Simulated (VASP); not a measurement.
Method: r2SCAN meta-GGA, VASP's PBE PAW potentials (set 64) (plane waves; VASP).

VASP input:

INCAR:
```
ALGO = Normal
EDIFF = 1E-6
EDIFFG = -0.01
ENCUT = 400
IBRION = 2
ISIF = 3
ISMEAR = 1
LASPH = T
LCHARG = F
LMAXMIX = 4
LMIXTAU = T
LREAL = F
LWAVE = F
METAGGA = R2SCAN
NELM = 100
NSW = 60
PREC = Accurate
SIGMA = 0.1
SYSTEM = Ba
```

**POSCAR**
```
Ba
1.0
 -2.5125000000   2.5125000000   2.5125000000
  2.5125000000  -2.5125000000   2.5125000000
  2.5125000000   2.5125000000  -2.5125000000
Ba
1
Cartesian
  0.0000000000   0.0000000000   0.0000000000
```

### KPOINTS
```
Automatic mesh
0
Gamma
9 9 9
0 0 0
```

POTCAR, in this order: Ba_sv (PBE.64 set). Program: vasp_std.

Output

**OSZICAR**
```
       N       E                     dE             d eps       ncg     rms          rms(c)
DAV:   1     0.247310570921E+02    0.24731E+02   -0.38501E+03   630   0.764E+02
DAV:   2    -0.270886886083E+02   -0.51820E+02   -0.51182E+02   787   0.146E+02
DAV:   3    -0.292019586731E+02   -0.21133E+01   -0.20808E+01   812   0.335E+01
DAV:   4    -0.292525515441E+02   -0.50593E-01   -0.50540E-01  1029   0.436E+00
DAV:   5    -0.292530620941E+02   -0.51055E-03   -0.51049E-03   825   0.267E-01    0.158E+00
DAV:   6    -0.258394874035E+02    0.34136E+01   -0.10093E+00   941   0.743E+00    0.134E+00
DAV:   7    -0.257977111355E+02    0.41776E-01   -0.26410E-02   747   0.147E+00    0.141E+00
DAV:   8    -0.261773312011E+02   -0.37962E+00   -0.11344E-01   652   0.398E+00    0.408E-01
DAV:   9    -0.262299852371E+02   -0.52654E-01   -0.13418E-01   786   0.388E+00    0.245E-01
DAV:  10    -0.262300732294E+02   -0.87992E-04   -0.99482E-04   889   0.208E-01    0.237E-01
DAV:  11    -0.263700435442E+02   -0.13997E+00   -0.16937E-01   791   0.247E+00    0.350E-01
DAV:  12    -0.261194046711E+02    0.25064E+00   -0.34219E-01   766   0.460E+00    0.146E-01
DAV:  13    -0.262246189321E+02   -0.10521E+00   -0.22949E-02   726   0.129E+00    0.132E-01
DAV:  14    -0.262853467952E+02   -0.60728E-01   -0.86663E-03   799   0.795E-01    0.149E-01
DAV:  15    -0.262976336450E+02   -0.12287E-01   -0.64455E-04   774   0.146E-01    0.152E-01
DAV:  16    -0.264239108937E+02   -0.12628E+00   -0.96144E-02   680   0.210E+00    0.233E-01
DAV:  17    -0.264266777748E+02   -0.27669E-02   -0.21718E-03   840   0.377E-01    0.250E-01
DAV:  18    -0.264270164535E+02   -0.33868E-03   -0.13600E-04   884   0.110E-01    0.268E-01
DAV:  19    -0.264270324316E+02   -0.15978E-04   -0.74427E-04   638   0.248E-01    0.302E-01
DAV:  20    -0.264274471369E+02   -0.41471E-03   -0.21854E-04   667   0.132E-01    0.281E-01
DAV:  21    -0.264279120382E+02   -0.46490E-03   -0.84589E-05   690   0.981E-02    0.332E-01
DAV:  22    -0.264283805327E+02   -0.46849E-03   -0.21614E-04   638   0.139E-01    0.416E-01
DAV:  23    -0.264286402101E+02   -0.25968E-03   -0.35192E-05   640   0.630E-02    0.382E-01
DAV:  24    -0.264280163483E+02    0.62386E-03   -0.15018E-04   673   0.143E-01    0.309E-01
DAV:  25    -0.264284348521E+02   -0.41850E-03   -0.42402E-05   638   0.670E-02    0.266E-01
DAV:  26    -0.264278358743E+02    0.59898E-03   -0.12072E-04   651   0.111E-01    0.225E-01
DAV:  27    -0.264297374469E+02   -0.19016E-02   -0.44931E-04   636   0.199E-01    0.194E-01
DAV:  28    -0.264298877637E+02   -0.15032E-03   -0.48758E-05   710   0.760E-02    0.165E-01
DAV:  29    -0.264320747567E+02   -0.21870E-02   -0.17184E-03   678   0.395E-01    0.725E-02
DAV:  30    -0.264318977573E+02    0.17700E-03   -0.33075E-04   656   0.188E-01    0.440E-02
DAV:  31    -0.264318151130E+02    0.82644E-04   -0.16658E-04   634   0.147E-01    0.198E-02
DAV:  32    -0.264318607140E+02   -0.45601E-04   -0.61255E-05   692   0.844E-02    0.111E-02
DAV:  33    -0.264318543448E+02    0.63692E-05   -0.16895E-05   637   0.487E-02    0.617E-03
DAV:  34    -0.264318594896E+02   -0.51449E-05   -0.51246E-06   678   0.248E-02    0.395E-03
DAV:  35    -0.264318582422E+02    0.12474E-05   -0.17886E-06   637   0.191E-02    0.174E-03
DAV:  36    -0.264318595730E+02   -0.13308E-05   -0.10165E-06   644   0.128E-02    0.568E-04
DAV:  37    -0.264318590849E+02    0.48810E-06   -0.23320E-07   371   0.638E-03
   1 F= -.26431859E+02 E0= -.26431537E+02  d E =-.264319E+02
       N       E                     dE             d eps       ncg     rms          rms(c)
DAV:   1    -0.264445531344E+02   -0.12694E-01   -0.47363E-01   631   0.572E+00    0.512E-01
DAV:   2    -0.264352842362E+02    0.92689E-02   -0.27812E-02   633   0.161E+00    0.256E-01
DAV:   3    -0.264320016383E+02    0.32826E-02   -0.16689E-02   717   0.976E-01    0.542E-02
DAV:   4    -0.264331585105E+02   -0.11569E-02   -0.11473E-03   681   0.360E-01    0.484E-02
DAV:   5    -0.264330046337E+02    0.15388E-03   -0.30899E-04   654   0.189E-01    0.225E-02
DAV:   6    -0.264333202299E+02   -0.31560E-03   -0.53222E-04   666   0.254E-01    0.795E-03
DAV:   7    -0.264333200808E+02    0.14907E-06   -0.29506E-05   972   0.382E-02    0.117E-02
DAV:   8    -0.264333335916E+02   -0.13511E-04   -0.13116E-05   634   0.409E-02    0.106E-02
DAV:   9    -0.264333335719E+02    0.19707E-07   -0.86222E-07   635   0.100E-02
   2 F= -.26433334E+02 E0= -.26432960E+02  d E =-.147449E-02
       N       E                     dE             d eps       ncg     rms          rms(c)
DAV:   1    -0.264380387792E+02   -0.47052E-02   -0.18434E-01   631   0.357E+00    0.318E-01
DAV:   2    -0.264345118712E+02    0.35269E-02   -0.10622E-02   633   0.997E-01    0.158E-01
DAV:   3    -0.264332531808E+02    0.12587E-02   -0.64188E-03   717   0.601E-01    0.340E-02
DAV:   4    -0.264336761333E+02   -0.42295E-03   -0.41190E-04   683   0.213E-01    0.303E-02
DAV:   5    -0.264336206366E+02    0.55497E-04   -0.12245E-04   636   0.119E-01    0.143E-02
DAV:   6    -0.264337379158E+02   -0.11728E-03   -0.22874E-04   660   0.166E-01    0.512E-03
DAV:   7    -0.264337366673E+02    0.12484E-05   -0.12662E-05   968   0.281E-02    0.797E-03
DAV:   8    -0.264337426791E+02   -0.60118E-05   -0.42760E-06   634   0.271E-02    0.648E-03
DAV:   9    -0.264337425950E+02    0.84110E-07   -0.13776E-07   322   0.391E-03
   3 F= -.26433743E+02 E0= -.26433357E+02  d E =-.188351E-02
       N       E                     dE             d eps       ncg     rms          rms(c)
DAV:   1    -0.264504460214E+02   -0.16703E-01   -0.72670E-01   631   0.708E+00    0.631E-01
DAV:   2    -0.264364330225E+02    0.14013E-01   -0.42565E-02   633   0.199E+00    0.316E-01
DAV:   3    -0.264313008685E+02    0.51322E-02   -0.25783E-02   718   0.122E+00    0.665E-02
DAV:   4    -0.264331198120E+02   -0.18189E-02   -0.18012E-03   689   0.451E-01    0.594E-02
DAV:   5    -0.264329003076E+02    0.21950E-03   -0.46033E-04   651   0.231E-01    0.282E-02
DAV:   6    -0.264333882693E+02   -0.48796E-03   -0.82561E-04   658   0.319E-01    0.957E-03
DAV:   7    -0.264333862788E+02    0.19905E-05   -0.47626E-05   991   0.521E-02    0.148E-02
DAV:   8    -0.264334076062E+02   -0.21327E-04   -0.21741E-05   633   0.555E-02    0.127E-02
DAV:   9    -0.264334078730E+02   -0.26681E-06   -0.98792E-07   637   0.106E-02
   4 F= -.26433408E+02 E0= -.26433038E+02  d E =-.154879E-02
       N       E                     dE             d eps       ncg     rms          rms(c)
DAV:   1    -0.264444906662E+02   -0.11083E-01   -0.43196E-01   631   0.547E+00    0.495E-01
DAV:   2    -0.264355292310E+02    0.89614E-02   -0.23778E-02   632   0.150E+00    0.245E-01
DAV:   3    -0.264323669451E+02    0.31623E-02   -0.14794E-02   728   0.933E-01    0.494E-02
DAV:   4    -0.264335533775E+02   -0.11864E-02   -0.11988E-03   692   0.367E-01    0.446E-02
DAV:   5    -0.264334501503E+02    0.10323E-03   -0.23180E-04   696   0.158E-01    0.216E-02
DAV:   6    -0.264337862707E+02   -0.33612E-03   -0.43165E-04   698   0.222E-01    0.920E-03
DAV:   7    -0.264337856424E+02    0.62837E-06   -0.24277E-05   713   0.538E-02    0.694E-03
DAV:   8    -0.264337863094E+02   -0.66705E-06   -0.67052E-06   701   0.279E-02
   5 F= -.26433786E+02 E0= -.26433402E+02  d E =-.192722E-02
       N       E                     dE             d eps       ncg     rms          rms(c)
DAV:   1    -0.264339380746E+02   -0.15243E-03   -0.58324E-03   636   0.643E-01    0.584E-02
DAV:   2    -0.264338101702E+02    0.12790E-03   -0.32663E-04   637   0.175E-01    0.292E-02
DAV:   3    -0.264337627331E+02    0.47437E-04   -0.21031E-04   705   0.110E-01    0.572E-03
DAV:   4    -0.264337806311E+02   -0.17898E-04   -0.16745E-05   679   0.437E-02    0.522E-03
DAV:   5    -0.264337804554E+02    0.17568E-06   -0.45514E-06   635   0.245E-02
   6 F= -.26433780E+02 E0= -.26433395E+02  d E =-.192137E-02
```

**OUTCAR**
```
------------------------ aborting loop because EDIFF is reached ----------------------------------------
  FORCE on cell =-STRESS in cart. coord.  units (eV):
  Direction    XX          YY          ZZ          XY          YZ          ZX
  --------------------------------------------------------------------------------------
  Total        0.0038996      0.0038996      0.0038996      0.0000000      0.0000000     -0.0000000
  in kB        0.0955191      0.0955191      0.0955191      0.0000000      0.0000000     -0.0000000
  external PRESSURE =       0.0955191 kB  Pullay stress =       0.0000000 kB
  volume of cell :       65.41
      direct lattice vectors                 reciprocal lattice vectors
    -2.538211503  2.538211503  2.538211503     0.000000000  0.196989100  0.196989100
     2.538211503 -2.538211503  2.538211503     0.196989100  0.000000000  0.196989100
     2.538211503  2.538211503 -2.538211503     0.196989100  0.196989100  0.000000000
 POSITION                                       TOTAL-FORCE (eV/Angst)
 -----------------------------------------------------------------------------------
      0.00000      0.00000     -0.00000         0.000000     -0.000000      0.000000
 -----------------------------------------------------------------------------------
    total drift:                                0.000000      0.000000      0.000000
  FREE ENERGIE OF THE ION-ELECTRON SYSTEM (eV)
  ---------------------------------------------------
  free  energy   TOTEN  =       -26.4337804554 eV

  energy  without entropy=      -26.4326236275  energy(sigma->0) =      -26.43339485

 reached required accuracy - stopping structural energy minimisation
```
(Selected blocks of OUTCAR.)

CONTCAR:
```
Ba
   1.00000000000000
    -2.5382115033826205    2.5382115033826205    2.5382115033826205
     2.5382115033826205   -2.5382115033826205    2.5382115033826205
     2.5382115033826205    2.5382115033826205   -2.5382115033826205
  Ba
     1
Direct
     0.0000000000000000    0.0000000000000000    0.0000000000000000
```

Energy and stress use the plane-wave basis of the starting cell.

The structure comes from a measured Ba entry (Im-3m) of the Crystallography Open Database, whose conditions weren't checked. This run relaxes it. Symmetry was kept, so distortions that lower it aren't found.
